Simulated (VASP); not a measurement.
A convergence study with VASP on Dy (hcp): a few settings are varied, all else stays as given below, so the limit is that of these other settings.

```yaml
crystal:
  lattice:
    - [1.79500, -3.10903, 0.00000]
    - [1.79500, 3.10903, 0.00000]
    - [0.00000, 0.00000, 5.65000]
  atoms:
    - { symbol: Dy, position: [0.33333, 0.66667, 0.25000] }
    - { symbol: Dy, position: [0.66667, 0.33333, 0.75000] }
```

All values below come from PBE GGA, VASP's PBE PAW potentials (set 64) (plane waves; VASP). The last row used: 550 eV cut-off, 19×19×10 Γ-centred mesh, second-order Methfessel-Paxton smearing of 0.40 eV, potentials Dy_3.

The 4f electrons are frozen in the core of the lanthanide potential, so 4f levels, which can set the real gap, and their magnetism are missing.

```json
[
 {"setting": "ISMEAR = -1, SIGMA = 0.01, 6×6×3 mesh", "E (eV/atom)": "[?]", "pressure (GPa)": "[?]", "irreducible k-points": "14"},
 {"setting": "ISMEAR = -1, SIGMA = 0.2, 6×6×3 mesh", "E (eV/atom)": "-4.5530", "pressure (GPa)": "0.63", "irreducible k-points": "14"},
 {"setting": "ISMEAR = 0, SIGMA = 0.01, 6×6×3 mesh", "E (eV/atom)": "-4.5536", "pressure (GPa)": "0.06", "irreducible k-points": "14"},
 {"setting": "ISMEAR = 0, SIGMA = 0.2, 6×6×3 mesh", "E (eV/atom)": "-4.5513", "pressure (GPa)": "0.06", "irreducible k-points": "14"},
 {"setting": "ISMEAR = 1, SIGMA = 0.01, 6×6×3 mesh", "E (eV/atom)": "-4.5535", "pressure (GPa)": "0.06", "irreducible k-points": "14"},
 {"setting": "ISMEAR = 1, SIGMA = 0.2, 6×6×3 mesh", "E (eV/atom)": "-4.5539", "pressure (GPa)": "-0.11", "irreducible k-points": "14"},
 {"setting": "ISMEAR = 2, SIGMA = 0.01, 6×6×3 mesh", "E (eV/atom)": "-4.5535", "pressure (GPa)": "0.06", "irreducible k-points": "14"},
 {"setting": "ISMEAR = 2, SIGMA = 0.2, 6×6×3 mesh", "E (eV/atom)": "-4.5544", "pressure (GPa)": "-0.12", "irreducible k-points": "14"},
 {"setting": "ISMEAR = -1, SIGMA = 0.05, 13×13×7 mesh", "E (eV/atom)": "-4.5312", "pressure (GPa)": "0.50", "irreducible k-points": "84"},
 {"setting": "ISMEAR = -1, SIGMA = 0.2, 13×13×7 mesh", "E (eV/atom)": "-4.5432", "pressure (GPa)": "0.87", "irreducible k-points": "84"},
 {"setting": "ISMEAR = 0, SIGMA = 0.05, 13×13×7 mesh", "E (eV/atom)": "-4.5304", "pressure (GPa)": "0.44", "irreducible k-points": "84"},
 {"setting": "ISMEAR = 0, SIGMA = 0.2, 13×13×7 mesh", "E (eV/atom)": "-4.5324", "pressure (GPa)": "0.55", "irreducible k-points": "84"},
 {"setting": "ISMEAR = 1, SIGMA = 0.05, 13×13×7 mesh", "E (eV/atom)": "-4.5303", "pressure (GPa)": "0.43", "irreducible k-points": "84"},
 {"setting": "ISMEAR = 1, SIGMA = 0.2, 13×13×7 mesh", "E (eV/atom)": "[?]", "pressure (GPa)": "0.48", "irreducible k-points": "84"},
 {"setting": "ISMEAR = 2, SIGMA = 0.05, 13×13×7 mesh", "E (eV/atom)": "-4.5303", "pressure (GPa)": "0.43", "irreducible k-points": "84"},
 {"setting": "ISMEAR = 2, SIGMA = 0.2, 13×13×7 mesh", "E (eV/atom)": "-4.5309", "pressure (GPa)": "0.47", "irreducible k-points": "84"},
 {"setting": "ISMEAR = -1, SIGMA = 0.05, 19×19×10 mesh", "E (eV/atom)": "-4.5331", "pressure (GPa)": "0.48", "irreducible k-points": "240"},
 {"setting": "ISMEAR = -1, SIGMA = 0.4, 19×19×10 mesh", "E (eV/atom)": "-4.5633", "pressure (GPa)": "1.90", "irreducible k-points": "240"},
 {"setting": "ISMEAR = 0, SIGMA = 0.05, 19×19×10 mesh", "E (eV/atom)": "-4.5335", "pressure (GPa)": "0.44", "irreducible k-points": "240"},
 {"setting": "ISMEAR = 0, SIGMA = 0.4, 19×19×10 mesh", "E (eV/atom)": "-4.5387", "pressure (GPa)": "0.72", "irreducible k-points": "240"},
 {"setting": "ISMEAR = 1, SIGMA = 0.05, 19×19×10 mesh", "E (eV/atom)": "-4.5336", "pressure (GPa)": "0.44", "irreducible k-points": "240"},
 {"setting": "ISMEAR = 1, SIGMA = 0.4, 19×19×10 mesh", "E (eV/atom)": "-4.5328", "pressure (GPa)": "0.49", "irreducible k-points": "240"},
 {"setting": "ISMEAR = 2, SIGMA = 0.05, 19×19×10 mesh", "E (eV/atom)": "-4.5336", "pressure (GPa)": "0.45", "irreducible k-points": "240"},
 {"setting": "ISMEAR = 2, SIGMA = 0.4, 19×19×10 mesh", "E (eV/atom)": "-4.5322", "pressure (GPa)": "0.48", "irreducible k-points": "240"}
]
```

### Question
Complete the blanks.

### Answer

- ISMEAR = -1, SIGMA = 0.01, 6×6×3 mesh, E (eV/atom): -4.5537
- ISMEAR = -1, SIGMA = 0.01, 6×6×3 mesh, pressure (GPa): 0.05
- ISMEAR = 1, SIGMA = 0.2, 13×13×7 mesh, E (eV/atom): -4.5311

VASP warned of too few bands at ISMEAR = -1, SIGMA = 0.4, 19×19×10 mesh.

Left out are rungs that failed or repeat a setting and relaxations that didn't move; long series are thinned to 24 rows.

The compound is Dy in the hcp structure. The cell was not relaxed at this level.
